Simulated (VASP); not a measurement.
Input:

```xyz
2
Lattice="0.0000 3.2300 3.2300 3.2300 0.0000 3.2300 3.2300 3.2300 0.0000" Properties=species:S:1:pos:R:3 pbc="T T T"
Hg     0.0000     0.0000     0.0000
Te     1.6150     1.6150     1.6150
```

Calculation: PBE GGA, VASP's PBE PAW potentials (set 64) (plane waves; VASP 6.6.1). Run with 400 eV cut-off, 7×7×7 Γ-centred mesh, Gaussian smearing of 0.050 eV, potentials Hg Te.

Question: Give the stress tensor in GPa (positive for a compressed cell).

Answer: 
```
3.83  0.00  0.00
0.00  3.83  0.00
0.00  0.00  3.83
```
The pressure is its mean diagonal, 3.83 GPa.

The compound is HgTe in the zinc blende structure. The cell was not relaxed at this level.
